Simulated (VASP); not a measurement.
# NaCl: exact exchange and RPA correlation, part 2 of 6

Wanted: where the RPA puts the energy minimum of NaCl. The scan starts from a database cell scaled to its smallest volume. The cell is of the rock-salt type. The start is a cell from a database of measured crystal structures.

VASP 6.6.1, plane waves and PAW; the level of theory is named at each step.

So far. Step 3 (Exact exchange, volume ratio 0.94): The Hartree-Fock energy on these orbitals is -7.1071 eV an atom. Step 4 (Empty bands, volume ratio 0.94): WAVECAR now holds 1104 bands for 16 electrons.

The database entry behind the starting cell differs from other determinations of this structure, so it need not match the best structure at room temperature.

## Step 5: RPA correlation, volume ratio 0.94

This step: RPA correlation on PBE orbitals; plane waves and PAW (Cl_GW, Na_sv_GW) (VASP 6.6.1).

The RPA correlation energy follows from the response function on imaginary frequencies; VASP computes it for a row of response cutoffs and extrapolates.

INCAR

```
SYSTEM = NaCl
PREC = Accurate
ENCUT = 510
ISMEAR = 0
SIGMA = 0.05
LREAL = .FALSE.
GGA = PE
NBANDS = 1104
ALGO = ACFDT
ENCUTGW = 200
NOMEGA = 12
PRECFOCK = Fast
LWAVE = .FALSE.
LCHARG = .FALSE.
```

POSCAR

```
NaCl
1.0
    0.0000000000      2.7526369655      2.7526369655
    2.7526369655      0.0000000000      2.7526369655
    2.7526369655      2.7526369655      0.0000000000
Cl Na
1 1
Direct
    0.5000000000      0.5000000000      0.5000000000
    0.0000000000      0.0000000000      0.0000000000
```

KPOINTS

```
Automatic mesh
0
Gamma
4 4 4
0 0 0
```

PAW data sets: Cl_GW and Na_sv_GW (PBE family, release 64).

The run is started by

```bash
> mpirun -np 8 vasp_std
```

Log:

```text
[banner, memory and clock lines left out]
running    8 mpi-ranks, on    1 nodes
 distrk:  each k-point on    8 cores,    1 groups
 distr:  one band on    1 cores,    8 groups

 POSCAR found type information on POSCAR ClNa
 POSCAR found :  2 types and       2 ions
 [... a notice as in an earlier step ...]

 LDA part: xc-table for (Slater+PW92), standard interpolation
 found WAVECAR, reading the header
 POSCAR, INCAR and KPOINTS ok, starting setup
 FFT: planning ... GRIDC
 FFT: planning ... GRID_SOFT
 FFT: planning ... GRID
 reading WAVECAR
 the WAVECAR file was read successfully
 initial charge from wavefunction
 available memory per node:     12.90 GB, setting MAXMEM to     13213

 The Fermi energy was updated, please check that it is located mid-gap
 values below the HOMO (VB) or above the LUMO (CB) will cause erroneous energies
 E-fermi :   2.1978

 the WAVEDER file was read successfully
 set NWRITE>2 for more details about minimax calculation
 number of imaginary grid points requested:      12
 number of distinct grids requested:  1
 quadrature errors minimized for energies in [ 0.541E+01, 0.554E+03 ]
 bosonic grid (T=0, re) determined with error: 0.1776E-08
 bosonic grid (re): 0.1776E-08
       1.1553       3.6992       7.0064      11.8115      19.2529
      31.2013      50.8462      83.8113     140.5226     242.4740
     446.5641    1020.7157
energies w=
    0.000    1.155    0.000    3.699    0.000    7.006    0.000   11.812
    0.000   19.253    0.000   31.201    0.000   50.846    0.000   83.811
    0.000  140.523    0.000  242.474    0.000  446.564    0.000 1020.716
 responsefunction array rank=     296
 LDA part: xc-table for (Slater+PW92), standard interpolation

 min. memory requirement per mpi rank    238.9 MB, per node   1910.9 MB

 allocating   2 responsefunctions rank=   296
 shmem allocating  12 responsefunctions rank=   296
 response function shared by NCSHMEM nodes    1
 Doing            2  frequencies on each core in blocks of           12
NQ=   1    0.0000    0.0000    0.0000,
|.........|.........|.........|.........
 performed       6691000 updates of chi_q(r,r)
 total number of BLAS operations       4287.13 Gflops
NQ=   2    0.2500    0.0000    0.0000,
|.........|.........|.........|.........
 performed      13382000 updates of chi_q(r,r)
 total number of BLAS operations       8305.92 Gflops
NQ=   3    0.5000    0.0000    0.0000,
|.........|.........|.........|.........
 performed      20073000 updates of chi_q(r,r)
 total number of BLAS operations      12093.46 Gflops
NQ=   4    0.2500    0.2500    0.0000,
|.........|.........|.........|.........
 performed      26764000 updates of chi_q(r,r)
 total number of BLAS operations      16595.30 Gflops
NQ=   5    0.5000    0.2500    0.0000,
|.........|.........|.........|.........
 performed      33455000 updates of chi_q(r,r)
 total number of BLAS operations      20354.42 Gflops
NQ=   6   -0.2500    0.2500    0.0000,
|.........|.........|.........|.........
 performed      40146000 updates of chi_q(r,r)
 total number of BLAS operations      24085.22 Gflops
NQ=   7    0.5000    0.5000    0.0000,
|.........|.........|.........|.........
 performed      46837000 updates of chi_q(r,r)
 total number of BLAS operations      27538.73 Gflops
NQ=   8   -0.2500    0.5000    0.2500,
|.........|.........|.........|.........
 performed      53528000 updates of chi_q(r,r)
 total number of BLAS operations      31269.53 Gflops
 entering main loop
```

Elapsed: 2.1 min, on 8 MPI ranks of Intel Xeon Platinum 8124M at 3.00GHz (Skylake/Cascade Lake), shared host; peak memory 2.7 GiB.

OUTCAR, selected parts (step 5):

```text
   k-points           NKPTS =      8   k-points in BZ     NKDIM =     64   number of bands    NBANDS=   1104

   NELECT =      16.0000    total number of electrons

 E-fermi :   2.1978

 Hartree contr. to MP2           -7.996822      0.000000

 Hartree contr. to MP2           -4.007884      0.000000

 Hartree contr. to MP2           -0.999187      0.000000

 Hartree contr. to MP2           -1.986938      0.000000

      cutoff energy     smooth cutoff   RPA   correlation   Hartree contr. to MP2

      cutoff energy     smooth cutoff   RPA   correlation   Hartree contr. to MP2
---------------------------------------------------------------------------------
            200.000           160.000      -15.5541266046      -21.4106559468
            190.476           152.381      -15.2618324166      -21.0331552799
            181.406           145.125      -14.9641926021      -20.6493088844
            172.768           138.214      -14.6598279078      -20.2575031691
            164.541           131.632      -14.3473416618      -19.8564142925
            156.705           125.364      -14.0335494723      -19.4548128777
            149.243           119.394      -13.7145064725      -19.0478076230
            142.136           113.709      -13.3913076630      -18.6370024440
  linear regression

  converged value                          -18.7240616097      -25.4724332692

[... 7 parts as in an earlier step ...]

[... 2 further parts left out ...]
```

Read from the output:

* RPA correlation energy: -18.72 eV

The correlation energy is -9.3620 eV an atom. With exact exchange the total is -16.4691 eV an atom.

## Step 6: Comparison: r2SCAN, volume ratio 0.94

This step: r2SCAN; plane waves and PAW (Cl_GW, Na_sv_GW) (VASP 6.6.1).

For comparison the same cell is computed with r2SCAN.

INCAR

```
SYSTEM = NaCl
PREC = Accurate
ENCUT = 510
EDIFF = 1E-06
NELM = 100
ISMEAR = 0
SIGMA = 0.05
LREAL = .FALSE.
ALGO = Normal
METAGGA = R2SCAN
LASPH = .TRUE.
NBANDS = 14
LWAVE = .FALSE.
LCHARG = .FALSE.
KPAR = 8
```

POSCAR is that of step 5.

KPOINTS is that of step 5.

The run is started by

```bash
> mpirun -np 8 vasp_std
```

Log:

```text
[banner, memory and clock lines left out]
running    8 mpi-ranks, on    1 nodes
 distrk:  each k-point on    1 cores,    8 groups
 distr:  one band on    1 cores,    1 groups

 POSCAR found type information on POSCAR ClNa
 POSCAR found :  2 types and       2 ions
 [... a notice as in an earlier step ...]

|                                                                             |
|               ----> ADVICE to this user running VASP <----                  |
|                                                                             |
|     You enforced a specific xc type in the INCAR file but a different       |
|     [... a line on the potential file left out ...]
|     I HOPE YOU KNOW WHAT YOU ARE DOING!                                     |
|                                                                             |

 LDA part: xc-table for (None), standard interpolation
 POSCAR, INCAR and KPOINTS ok, starting setup
 FFT: planning ... GRIDC
 FFT: planning ... GRID_SOFT
 FFT: planning ... GRID
 WAVECAR not read
 entering main loop
       N       E                     dE             d eps       ncg     rms          rms(c)
DAV:   1     0.130717E+03    0.13072E+03   -0.78190E+03   230   0.112E+03
DAV:   2    -0.117643E+02   -0.14248E+03   -0.13099E+03   278   0.348E+02
DAV:   3    -0.183905E+02   -0.66262E+01   -0.65832E+01   290   0.729E+01
DAV:   4    -0.185931E+02   -0.20262E+00   -0.20252E+00   340   0.133E+01
DAV:   5    -0.185962E+02   -0.31405E-02   -0.31402E-02   298   0.168E+00    0.138E+00
DAV:   6    -0.159204E+02    0.26758E+01   -0.65166E-01   272   0.112E+01    0.109E+00
DAV:   7    -0.159141E+02    0.63529E-02   -0.97809E-02   272   0.388E+00    0.484E-01
DAV:   8    -0.159191E+02   -0.49872E-02   -0.34044E-03   272   0.742E-01    0.236E-01
DAV:   9    -0.159217E+02   -0.26434E-02   -0.19070E-03   260   0.490E-01    0.241E-02
DAV:  10    -0.159218E+02   -0.53654E-04   -0.26414E-04   284   0.269E-01    0.168E-02
DAV:  11    -0.159217E+02    0.63505E-04   -0.35614E-05   278   0.994E-02    0.358E-03
DAV:  12    -0.159217E+02    0.15122E-04   -0.10822E-06   214   0.191E-02    0.213E-04
DAV:  13    -0.159217E+02   -0.12555E-05   -0.33424E-07   184   0.605E-03    0.269E-04
DAV:  14    -0.159217E+02   -0.42294E-05   -0.70462E-08   142   0.384E-03    0.125E-04
DAV:  15    -0.159217E+02    0.10921E-05   -0.22375E-08   154   0.192E-03    0.166E-05
DAV:  16    -0.159217E+02   -0.19743E-07   -0.10077E-08   124   0.152E-03
   1 F= -.15921691E+02 E0= -.15921691E+02  d E =-.408672E-21
```

The job ended after 12 s (8 MPI ranks; peak memory 1.3 GiB; 90 s of CPU time).

OUTCAR, selected parts (step 6):

```text
   NELECT =      16.0000    total number of electrons

 E-fermi :  -0.6278

 k-point     1 :       0.0000    0.0000    0.0000
  band No.  band energies     occupation
    ...
      4     -22.3143      2.00000
      5     -14.3632      2.00000
      6      -0.9542      2.00000
      7      -0.9542      2.00000
      8      -0.9542      2.00000
      9       5.1067      0.00000
     10      10.8513      0.00000
     11      10.8513      0.00000
     12      10.8513      0.00000
     13      13.1481      0.00000
    ...

  Total        0.3849435      0.3849435      0.3849435     -0.0000000      0.0000000      0.0000000
  in kB       14.7853223     14.7853223     14.7853223     -0.0000000      0.0000000      0.0000000
  external PRESSURE =      14.7853223 kB  Pullay stress =       0.0000000 kB

 POSITION                                       TOTAL-FORCE (eV/Angst)
 -----------------------------------------------------------------------------------
      2.75264      2.75264      2.75264        -0.000000     -0.000000      0.000000
      0.00000      0.00000      0.00000         0.000000      0.000000     -0.000000
 -----------------------------------------------------------------------------------
    total drift:                               -0.000000      0.000000      0.000000

  FREE ENERGIE OF THE ION-ELECTRON SYSTEM (eV)
  ---------------------------------------------------
  free  energy   TOTEN  =       -15.9216913727 eV

  energy  without entropy=      -15.9216913727  energy(sigma->0) =      -15.92169137

[... 8 parts as in an earlier step ...]

[... 8 further parts left out ...]
```

The PAW data sets were made with PBE, which is usual practice but a small mismatch for other functionals.

Numbers from this step:

| Item | Value |
| --- | --- |
| free energy (TOTEN) | -15.92 eV |
| Fermi energy | -0.6278 eV |
| pressure | 1.479 GPa |
| gap on the k-mesh | 6.061 eV |
| least direct gap on the k-mesh | 6.061 eV |

Its energy is -7.9608 eV an atom, on a zero of its own.

## Step 7: Orbitals for comparison: HSE06, volume ratio 0.94

This step: PBE; plane waves and PAW (Cl_GW, Na_sv_GW) (VASP 6.6.1).

A hybrid converges faster from good orbitals, so a cheap PBE run writes WAVECAR first.

INCAR

```
SYSTEM = NaCl
PREC = Accurate
ENCUT = 510
EDIFF = 1E-05
NELM = 100
ISMEAR = 0
SIGMA = 0.05
LREAL = .FALSE.
ALGO = Normal
GGA = PE
NBANDS = 14
LORBIT = 11
LWAVE = .TRUE.
LCHARG = .FALSE.
KPAR = 8
```

POSCAR is that of step 6.

KPOINTS is that of step 6.

The run is started by

```bash
> mpirun -np 8 vasp_std
```

Log:

```text
[banner, memory and clock lines left out]
running    8 mpi-ranks, on    1 nodes
 distrk:  each k-point on    1 cores,    8 groups
 distr:  one band on    1 cores,    1 groups

 POSCAR found type information on POSCAR ClNa
 POSCAR found :  2 types and       2 ions
 [... a notice as in an earlier step ...]

 LDA part: xc-table for (Slater+PW92), standard interpolation
 POSCAR, INCAR and KPOINTS ok, starting setup
 FFT: planning ... GRIDC
 FFT: planning ... GRID_SOFT
 FFT: planning ... GRID
 WAVECAR not read
 entering main loop
       N       E                     dE             d eps       ncg     rms          rms(c)
[... 10 cycles as in an earlier step ...]
DAV:  11    -0.881869E+01   -0.11091E-05   -0.19517E-06   208   0.161E-02
   1 F= -.88186889E+01 E0= -.88186889E+01  d E =-.655174E-19
 writing wavefunctions
```

It took 2.8 s on 8 MPI ranks; peak memory 1.2 GiB.

OUTCAR, selected parts (step 7):

```text
   NELECT =      16.0000    total number of electrons

 E-fermi :  -0.2003

 k-point     1 :       0.0000    0.0000    0.0000
  band No.  band energies     occupation
    ...
      4     -21.2006      2.00000
      5     -13.3393      2.00000
      6      -0.5067      2.00000
      7      -0.5067      2.00000
      8      -0.5067      2.00000
      9       4.9016      0.00000
     10      10.5860      0.00000
     11      10.5860      0.00000
     12      10.5860      0.00000
     13      12.7460      0.00000
    ...

  Total        0.7298414      0.7298414      0.7298414      0.0000000      0.0000000      0.0000000
  in kB       28.0325286     28.0325286     28.0325286      0.0000000      0.0000000      0.0000000
  external PRESSURE =      28.0325286 kB  Pullay stress =       0.0000000 kB

  FREE ENERGIE OF THE ION-ELECTRON SYSTEM (eV)
  ---------------------------------------------------
  free  energy   TOTEN  =        -8.8186888596 eV

  energy  without entropy=       -8.8186888596  energy(sigma->0) =       -8.81868886

[... 10 parts as in an earlier step ...]

[... 8 further parts left out ...]
```

Read from the output:

```yaml
free_energy_toten: -8.819 eV
fermi_energy: -0.2003 eV
pressure: 2.803 GPa
gap_on_the_k_mesh: 5.408 eV
least_direct_gap_on_the_k_mesh: 5.408 eV
```

The run ends at a pressure of 2.80 GPa.

## Step 8: Comparison: HSE06, volume ratio 0.94

This step: HSE06; plane waves and PAW (Cl_GW, Na_sv_GW) (VASP 6.6.1).

For comparison the same cell is computed with HSE06.

INCAR

```
SYSTEM = NaCl
PREC = Accurate
ENCUT = 510
EDIFF = 1E-06
NELM = 100
ISMEAR = 0
SIGMA = 0.05
LREAL = .FALSE.
ALGO = Normal
LHFCALC = .TRUE.
AEXX = 0.25
GGA = PE
HFSCREEN = 0.2
LASPH = .TRUE.
NBANDS = 14
PRECFOCK = Fast
LWAVE = .FALSE.
LCHARG = .FALSE.
KPAR = 8
```

POSCAR is that of step 7.

KPOINTS is that of step 7.

The run starts from files that an earlier step left in the folder.

The run is started by

```bash
> mpirun -np 8 vasp_std
```

Log:

```text
[banner, memory and clock lines left out]
running    8 mpi-ranks, on    1 nodes
 distrk:  each k-point on    1 cores,    8 groups
 distr:  one band on    1 cores,    1 groups

 POSCAR found type information on POSCAR ClNa
 POSCAR found :  2 types and       2 ions
 [... a notice as in an earlier step ...]

 LDA part: xc-table for (Slater+PW92), standard interpolation
 found WAVECAR, reading the header
 POSCAR, INCAR and KPOINTS ok, starting setup
 FFT: planning ... GRIDC
 FFT: planning ... GRID_SOFT
 FFT: planning ... GRID
 reading WAVECAR
 the WAVECAR file was read successfully
 initial charge from wavefunction
 entering main loop
       N       E                     dE             d eps       ncg     rms          rms(c)
DAV:   1    -0.991388E+01   -0.99139E+01   -0.13784E-01   236   0.410E+00    0.287E-01
DAV:   2    -0.991438E+01   -0.49492E-03   -0.49164E-03   344   0.126E+00    0.172E-01
DAV:   3    -0.991408E+01    0.30352E-03   -0.60215E-04   308   0.502E-01    0.913E-02
DAV:   4    -0.991402E+01    0.53885E-04   -0.69393E-05   290   0.145E-01    0.517E-02
DAV:   5    -0.991401E+01    0.16401E-04   -0.90969E-06   298   0.391E-02    0.306E-02
DAV:   6    -0.991400E+01    0.55213E-05   -0.24105E-06   260   0.153E-02    0.185E-02
DAV:   7    -0.991400E+01    0.18733E-05   -0.86974E-07   196   0.100E-02    0.113E-02
DAV:   8    -0.991400E+01    0.58232E-06   -0.52967E-07   142   0.833E-03
   1 F= -.99139975E+01 E0= -.99139975E+01  d E =-.360813E-11
```

The job ended after 17 s (8 MPI ranks; peak memory 2 GiB).

OUTCAR, selected parts (step 8):

```text
   k-points           NKPTS =      8   k-points in BZ     NKDIM =     64   number of bands    NBANDS=     14

   NELECT =      16.0000    total number of electrons

 E-fermi :  -1.3011

 k-point     1 :       0.0000    0.0000    0.0000
  band No.  band energies     occupation
    ...
      4     -24.2561      2.00000
      5     -15.5600      2.00000
      6      -1.5231      2.00000
      7      -1.5231      2.00000
      8      -1.5231      2.00000
      9       5.3250      0.00000
     10      11.1405      0.00000
     11      11.1405      0.00000
     12      11.1405      0.00000
     13      13.4843      0.00000
    ...

 POSITION                                       TOTAL-FORCE (eV/Angst)
 -----------------------------------------------------------------------------------
      2.75264      2.75264      2.75264        -0.000000     -0.000000      0.000000
      0.00000      0.00000      0.00000         0.000000      0.000000     -0.000000
 -----------------------------------------------------------------------------------
    total drift:                               -0.000001     -0.000001     -0.000001

  FREE ENERGIE OF THE ION-ELECTRON SYSTEM (eV)
  ---------------------------------------------------
  free  energy   TOTEN  =        -9.9139974580 eV

  energy  without entropy=       -9.9139974580  energy(sigma->0) =       -9.91399746

[... 8 parts as in an earlier step ...]

[... 8 further parts left out ...]
```

The k-mesh is coarse for exact exchange; levels may shift by about 0.1 eV on a finer one.

This step gave:

```
free energy (TOTEN)            : -9.914 eV
Fermi energy                   : -1.301 eV
gap on the k-mesh              : 6.848 eV
least direct gap on the k-mesh : 6.848 eV
```

Its energy is -4.9570 eV an atom, on a zero of its own.

## Step 9: Orbitals, volume ratio 0.97

This step: PBE; plane waves and PAW (Cl_GW, Na_sv_GW) (VASP 6.6.1).

The same chain follows at a volume ratio of 0.97.

INCAR

```
SYSTEM = NaCl
PREC = Accurate
ENCUT = 510
EDIFF = 1E-08
NELM = 100
ISMEAR = 0
SIGMA = 0.05
LREAL = .FALSE.
ALGO = Normal
GGA = PE
NBANDS = 14
LORBIT = 11
LWAVE = .TRUE.
LCHARG = .FALSE.
KPAR = 8
```

POSCAR

```
NaCl
1.0
    0.0000000000      2.7816142209      2.7816142209
    2.7816142209      0.0000000000      2.7816142209
    2.7816142209      2.7816142209      0.0000000000
Cl Na
1 1
Direct
    0.5000000000      0.5000000000      0.5000000000
    0.0000000000      0.0000000000      0.0000000000
```

KPOINTS is that of step 8.

The run is started by

```bash
> mpirun -np 8 vasp_std
```

Log:

```text
[... set-up lines as in an earlier step ...]
 entering main loop
       N       E                     dE             d eps       ncg     rms          rms(c)
DAV:   1     0.123399E+03    0.12340E+03   -0.76277E+03   230   0.110E+03
DAV:   2    -0.256034E+01   -0.12596E+03   -0.11736E+03   236   0.330E+02
DAV:   3    -0.875434E+01   -0.61940E+01   -0.61363E+01   296   0.660E+01
DAV:   4    -0.897270E+01   -0.21836E+00   -0.21825E+00   336   0.129E+01
[...]
DAV:  12    -0.883983E+01   -0.37437E-06   -0.53066E-07   284   0.544E-03    0.111E-03
DAV:  13    -0.883983E+01    0.16322E-06   -0.85340E-08   284   0.265E-03    0.673E-05
DAV:  14    -0.883983E+01    0.44301E-08   -0.29065E-09   184   0.465E-04
   1 F= -.88398266E+01 E0= -.88398266E+01  d E =-.118466E-20
 writing wavefunctions
```

The job ended after 3.4 s (8 MPI ranks; peak memory 1.3 GiB).

From OUTCAR (step 9):

```text
  Total        0.4624345      0.4624345      0.4624345     -0.0000000      0.0000000     -0.0000000
  in kB       17.2123487     17.2123487     17.2123487     -0.0000000      0.0000000     -0.0000000
  external PRESSURE =      17.2123487 kB  Pullay stress =       0.0000000 kB

 POSITION                                       TOTAL-FORCE (eV/Angst)
 -----------------------------------------------------------------------------------
      2.78161      2.78161      2.78161        -0.000000      0.000000      0.000000
      0.00000      0.00000      0.00000         0.000000     -0.000000     -0.000000
 -----------------------------------------------------------------------------------
    total drift:                               -0.000000      0.000000      0.000000

  FREE ENERGIE OF THE ION-ELECTRON SYSTEM (eV)
  ---------------------------------------------------
  free  energy   TOTEN  =        -8.8398265910 eV

  energy  without entropy=       -8.8398265910  energy(sigma->0) =       -8.83982659

[... 1 part as in an earlier step ...]

[... 2 further parts left out ...]
[key lines of the parts left out:]
E-fermi :  -0.3743
```

The run ends at a pressure of 1.72 GPa.

(Continued in part 3 of 6.)

[Long decimals in the printed logs are rounded to 6 places.]

[Lines on the potential files, build, host, timing and source positions are cut from VASP's logs without a mark.]

[Logs are printed without paths, hosts, clocks, repeated set-up lines and the standing remarks that a program may print on its own settings, such as how far it seeks lower states.]

[Hosts, paths, dates, database ids (printed as entryN), source tags and the programs' standing remarks are cut or masked in the printed files.]

[Measured values are set beside computed ones only where the two were judged alike; some that the calculation misses by far are left out.]

[Pressures printed for these runs are not shown converged in the cutoff: they can be off by several GPa and have the wrong sign.]
